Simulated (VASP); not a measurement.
```
NiSi
1.0
    0.00000     2.53800     2.53800
    2.53800     0.00000     2.53800
    2.53800     2.53800     0.00000
Ni Si
1 1
Direct
  0.00000   0.00000   0.00000
  0.50000   0.50000   0.50000
```
Starting moments (μB, in the order of the record's atoms Ni Si): 2.0 0.0.

The numbers are results of PBEsol GGA, VASP's PBE PAW potentials (set 64) (plane waves; VASP), not measurements. Run with 400 eV cut-off, 11×11×11 Γ-centred mesh, first-order Methfessel-Paxton smearing of 0.10 eV, potentials Ni Si.

Energy and stress use the plane-wave basis of the starting cell.

The ions, cell shape and volume are relaxed. Which structure does the run end with?

```
NiSi
1.0
    0.00000     2.34327     2.34327
    2.34327     0.00000     2.34327
    2.34327     2.34327     0.00000
Ni Si
1 1
Direct
  0.00000   0.00000   0.00000
  0.50000   0.50000   0.50000
```
Space group Fm-3m (225), at a tolerance of 0.03 Å. The cell ends with 0.00 μB, on the sites 0.00 0.00 μB.

How do energy and volume change from the first to the last step?

The energy (σ→0) changes by -297.3 meV/atom and the volume by -21.3 %, in 3 ionic steps.

| step | E(σ→0) (eV) | max force (eV/Å) | pressure (GPa) | volume (Å³) |
|---|---|---|---|---|
| 1 | -11.3696 | 0.000 | -21.73 | 32.70 |
| 2 | -11.8305 | 0.000 | 19.25 | 23.29 |
| 3 | -11.9641 | 0.000 | -0.07 | 25.73 |

The structure was generated: NiSi was put into the rock salt type (Fm-3m), which need not be its known phase. This run relaxes it. Symmetry was kept, so distortions that lower it aren't found.
